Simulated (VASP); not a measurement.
Method: PBE GGA, VASP's PBE PAW potentials (set 64) (plane waves; VASP).

A VASP calculation is set up with these files.

File KPOINTS:
```
Automatic mesh
0
Gamma
6 6 2
0 0 0
```

### POSCAR
```
Te2Mo
1
    3.5182000000     0.0000000000     0.0000000000
   -1.7591000000     3.0468510000     0.0000000000
    0.0000000000     0.0000000000    13.9736000000
Mo Te
2 4
Direct
  0.3333330000   0.6666670000   0.2500000000
  0.6666670000   0.3333330000   0.7500000000
  0.3333330000   0.6666670000   0.6210000000
  0.6666670000   0.3333330000   0.1210000000
  0.3333330000   0.6666670000   0.8790000000
  0.6666670000   0.3333330000   0.3790000000
```

### INCAR
```
! general
SYSTEM  = Te2Mo
PREC    = Accurate
ENCUT   = 300
LREAL   = .FALSE.
LASPH   = .TRUE.

! electronic loop
EDIFF   = 1E-6
NELM    = 100
ALGO    = Normal
LMAXMIX = 4

! smearing
ISMEAR  = 0
SIGMA   = 0.272

! functional
GGA     = PE

! ions
ISIF    = 2

! output
LWAVE   = .FALSE.
LCHARG  = .FALSE.
```

POTCAR, in this order: Mo_sv Te (PBE.64 set). Program: vasp_std.

At this cut-off the stress carries a Pulay error, which pulls relaxed volumes low.

Problem. Estimate the energy per atom (σ→0), pressure, largest force.

Solution. 
```
Item                            Value
---------------------  --------------
energy per atom (σ→0)  -5.997 eV/atom
pressure                     2.83 GPa
largest force              0.203 eV/Å
```

OSZICAR:
```
...
DAV:   8    -0.359891574730E+02    0.43038E+00   -0.18894E+00  1072   0.599E+00    0.309E+00
DAV:   9    -0.359887437917E+02    0.41368E-03   -0.24998E-01  1166   0.223E+00    0.117E+00
DAV:  10    -0.359831114523E+02    0.56323E-02   -0.41212E-02  1091   0.102E+00    0.342E-01
DAV:  11    -0.359834359965E+02   -0.32454E-03   -0.19015E-03  1047   0.229E-01    0.219E-01
DAV:  12    -0.359833454023E+02    0.90594E-04   -0.25069E-04  1002   0.831E-02    0.141E-01
DAV:  13    -0.359833234558E+02    0.21946E-04   -0.10474E-04  1047   0.530E-02    0.622E-02
DAV:  14    -0.359833242665E+02   -0.81078E-06   -0.68706E-06   998   0.101E-02
   1 F= -.35983324E+02 E0= -.35982273E+02  d E =-.210170E-02
```

The structure comes from a measured Te2Mo entry (P6_3/mmc) of the Crystallography Open Database, whose conditions weren't checked. The cell was not relaxed at this level.
